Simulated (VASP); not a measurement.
Output of a VASP run:

**OUTCAR**
```
 ion  position               nearest neighbor table
   1  0.000  0.000  0.000-
   2  0.500  0.500  0.500-   3 2.27   4 2.27   5 2.27   4 2.27   5 2.27   3 2.27
   3  0.000  0.500  0.500-   2 2.27   2 2.27   5 3.22   4 3.22   5 3.22   4 3.22   4 3.22   5 3.22
                             4 3.22   5 3.22
   4  0.500  0.500  0.000-   2 2.27   2 2.27   5 3.22   3 3.22   3 3.22   5 3.22   5 3.22   5 3.22
                             3 3.22   3 3.22
   5  0.500  0.000  0.500-   2 2.27   2 2.27   4 3.22   4 3.22   3 3.22   3 3.22   4 3.22   4 3.22
                             3 3.22   3 3.22
  LATTYP: Found a simple cubic cell.
 ALAT       =     4.5498600000
 Subroutine PRICEL returns:
 Original cell was already a primitive cell.
 Subroutine GETGRP returns: Found 48 space group operations
The static configuration has the point symmetry O_h .
The dynamic configuration has the point symmetry O_h .
 Subroutine INISYM returns: Found 48 space group operations
 Subroutine IBZKPT returns following result:
 Found     10 irreducible k-points:

 Following reciprocal coordinates:
            Coordinates               Weight
  0.000000  0.000000  0.000000      1.000000
  0.200000  0.000000  0.000000      6.000000
  0.400000  0.000000  0.000000      6.000000
  0.200000  0.200000  0.000000     12.000000
  0.400000  0.200000  0.000000     24.000000
  0.400000  0.400000  0.000000     12.000000
  0.200000  0.200000  0.200000      8.000000
  0.400000  0.200000  0.200000     24.000000
  0.400000  0.400000  0.200000     24.000000
  0.400000  0.400000  0.400000      8.000000
   k-points           NKPTS =     10   k-points in BZ     NKDIM =     10   number of bands    NBANDS=     28
   number of dos      NEDOS =    301   number of ions     NIONS =      5
   total plane-waves  NPLWV =  46656
   dimension x,y,z NGX =    36 NGY =   36 NGZ =   36
   dimension x,y,z NGXF=    72 NGYF=   72 NGZF=   72
   ions per type =               1   1   3
   PREC   = accura    normal or accurate (medium, high low for compatibility)
   ISTART =      0    job   : 0-new  1-cont  2-samecut
   ICHARG =      2    charge: 1-file 2-atom 10-const
   ISPIN  =      1    spin polarized calculation?
   LNONCOLLINEAR =      F non collinear calculations
   LSORBIT =      F    spin-orbit coupling
   INIWAV =      1    electr: 0-lowe 1-rand  2-diag
   ENCUT  =  520.0 eV  38.22 Ry    6.18 a.u.   8.46  8.46  8.46*2*pi/ulx,y,z
   NELM   =    100;   NELMIN=  2; NELMDL= -5     # of ELM steps
   EDIFF  = 0.1E-05   stopping-criterion for ELM
   LREAL  =      F    real-space projection
   NLSPLINE    = F    spline interpolate recip. space projectors
   LMAXMIX     =    4 max onsite mixed and CHGCAR
   VOSKOWN=      0    Vosko Wilk Nusair interpolation
   EDIFFG = 0.1E-04   stopping-criterion for IOM
   NSW    =      0    number of steps for IOM
   NBLOCK =      1;   KBLOCK =      1    inner block; outer block
   IBRION =     -1    ionic relax: 0-MD 1-quasi-New 2-CG
   NFREE  =      0    steps in history (QN), initial steepest desc. (CG)
   ISIF   =      2    stress and relaxation
   ISYM   =      2    0-nonsym 1-usesym 2-fastsym
   TEIN   =    0.0    initial temperature
   TEBEG  =    0.0;   TEEND  =   0.0 temperature during run
   SMASS  =  -3.00    Nose mass-parameter (am)
   PSTRESS=    0.0 pullay stress
   NELECT =      48.0000    total number of electrons
   EFERMI =   0.00;   METHOD = LEGACY
   ISMEAR =     0;   SIGMA  =   0.05  broadening in eV -4-tet -1-fermi 0-gaus
   IALGO  =     38    algorithm
   LDIAG  =      T    sub-space diagonalisation (order eigenvalues)
   IMIX   =      4    mixing-type and parameters
     AMIX     =   0.40;   BMIX     =  1.00
     AMIX_MAG =   1.60;   BMIX_MAG =  1.00
     AMIN     =   0.10
 LDA+U is selected, type is set to LDAUTYPE =  2
   angular momentum for each species LDAUL =     2   -1   -1
   U (eV)           for each species LDAUU =   1.0  0.0  0.0
   J (eV)           for each species LDAUJ =   0.0  0.0  0.0
   GGA     = PE    functional components
   VOSKOWN =     0    Vosko Wilk Nusair interpolation
   LHFCALC =     F    Hartree Fock is set to
   LHFONE  =     F    Hartree Fock one center treatment
...
```

### OSZICAR
```
       N       E                     dE             d eps       ncg     rms          rms(c)
DAV:   1     0.858799316331E+03    0.85880E+03   -0.22184E+04   560   0.200E+03
DAV:   2     0.504800090480E+02   -0.80832E+03   -0.79837E+03   744   0.775E+02
DAV:   3    -0.359667045164E+02   -0.86447E+02   -0.83200E+02   952   0.310E+02
DAV:   4    -0.425653223790E+02   -0.65986E+01   -0.60755E+01   884   0.662E+01
DAV:   5    -0.429168337556E+02   -0.35151E+00   -0.34757E+00   936   0.155E+01    0.206E+01
DAV:   6    -0.354512572370E+02    0.74656E+01   -0.10271E+02   816   0.118E+02    0.113E+01
DAV:   7    -0.326387201987E+02    0.28125E+01   -0.24239E+01   688   0.478E+01    0.407E+00
DAV:   8    -0.326633141592E+02   -0.24594E-01   -0.26467E+00   896   0.178E+01    0.207E+00
DAV:   9    -0.326452951684E+02    0.18019E-01   -0.72917E-01   900   0.125E+01    0.139E+00
DAV:  10    -0.326338224451E+02    0.11473E-01   -0.43797E-01   912   0.120E+01    0.909E-01
DAV:  11    -0.326194430072E+02    0.14379E-01   -0.84082E-02   820   0.502E+00    0.145E-01
DAV:  12    -0.326206305415E+02   -0.11875E-02   -0.13786E-02  1000   0.823E-01    0.648E-02
DAV:  13    -0.326205969524E+02    0.33589E-04   -0.62123E-04   912   0.209E-01    0.475E-02
DAV:  14    -0.326205557685E+02    0.41184E-04   -0.61268E-04   856   0.330E-01    0.215E-02
DAV:  15    -0.326205490335E+02    0.67350E-05   -0.15327E-04   888   0.120E-01    0.110E-02
DAV:  16    -0.326205484735E+02    0.56004E-06   -0.14350E-05   800   0.397E-02    0.327E-03
DAV:  17    -0.326205485225E+02   -0.48966E-07   -0.93855E-07   400   0.154E-02
   1 F= -.32620549E+02 E0= -.32615582E+02  d E =-.993314E-02
```

File OUTCAR:
```
------------------------ aborting loop because EDIFF is reached ----------------------------------------
  FORCE on cell =-STRESS in cart. coord.  units (eV):
  Direction    XX          YY          ZZ          XY          YZ          ZX
  --------------------------------------------------------------------------------------
  Total       -2.0935068     -2.0935068     -2.0935068     -0.0000000      0.0000000     -0.0000000
  in kB      -35.6115490    -35.6115490    -35.6115490     -0.0000000      0.0000000     -0.0000000
  external PRESSURE =     -35.6115490 kB  Pullay stress =       0.0000000 kB
  volume of cell :       94.19
      direct lattice vectors                 reciprocal lattice vectors
     4.549860000  0.000000000  0.000000000     0.219786982  0.000000000  0.000000000
     0.000000000  4.549860000  0.000000000     0.000000000  0.219786982  0.000000000
     0.000000000  0.000000000  4.549860000     0.000000000  0.000000000  0.219786982
 POSITION                                       TOTAL-FORCE (eV/Angst)
 -----------------------------------------------------------------------------------
      0.00000      0.00000      0.00000         0.000000      0.000000      0.000000
      2.27493      2.27493      2.27493         0.000000      0.000000      0.000000
      0.00000      2.27493      2.27493         0.000000      0.000000      0.000000
      2.27493      2.27493      0.00000         0.000000      0.000000      0.000000
      2.27493      0.00000      2.27493         0.000000      0.000000      0.000000
 -----------------------------------------------------------------------------------
    total drift:                                0.000000      0.000000      0.000000
  FREE ENERGIE OF THE ION-ELECTRON SYSTEM (eV)
  ---------------------------------------------------
  free  energy   TOTEN  =       -32.6205485225 eV

  energy  without entropy=      -32.6106153784  energy(sigma->0) =      -32.61558195

 total charge

# of ion       s       p       d       tot
------------------------------------------
    1        0.441   0.244   9.146   9.830
    2        0.883   1.498   0.000   2.381
    3        2.228   6.167   1.000   9.395
    4        2.228   6.167   1.000   9.395
    5        2.228   6.167   1.000   9.395
--------------------------------------------------
tot          8.008  20.242  12.147  40.397
```
(Selected blocks of OUTCAR.)

POSCAR:
```
Sc3CuC
1
    4.5498600000     0.0000000000     0.0000000000
    0.0000000000     4.5498600000     0.0000000000
    0.0000000000     0.0000000000     4.5498600000
Cu C Sc
1 1 3
Direct
  0.0000000000   0.0000000000   0.0000000000
  0.5000000000   0.5000000000   0.5000000000
  0.0000000000   0.5000000000   0.5000000000
  0.5000000000   0.5000000000   0.0000000000
  0.5000000000   0.0000000000   0.5000000000
```

### Question
Reconstruct the remaining input files.

### Answer
This is not unique; one that fits is the input of the run itself, PBE GGA + U (Dudarev), plane waves, VASP's PBE PAW potentials (set 64).

**INCAR**
```
SYSTEM = Sc3CuC
PREC = Accurate
ENCUT = 520
EDIFF = 1E-6
NELM = 100
ALGO = Normal
LREAL = .FALSE.
LASPH = .TRUE.
ISMEAR = 0
SIGMA = 0.05
GGA = PE
LMAXMIX = 4
LWAVE = .FALSE.
LCHARG = .FALSE.
ISIF = 2
LDAU = .TRUE.
LDAUTYPE = 2
LDAUL = 2 -1 -1
LDAUU = 1.0 0 0
LDAUJ = 0 0 0
LDAUPRINT = 1
LORBIT = 10
```

**KPOINTS**
```
Automatic mesh
0
Gamma
 5 5 5
```

POTCAR, in this order: Cu C Sc_sv (PBE.64 set). Program: vasp_std.

The structure was generated: Sc3CuC was put into the cubic-perovskite type (Pm-3m), which need not be its known phase. The cell was not relaxed at this level. The run is one of a series of settings (LDAU = .TRUE., LDAUJ = 0 0 0, LDAUL = 2 -1 -1, LDAUTYPE = 2, LDAUU = 1.0 0 0 against the base run), some of them coarse on purpose.
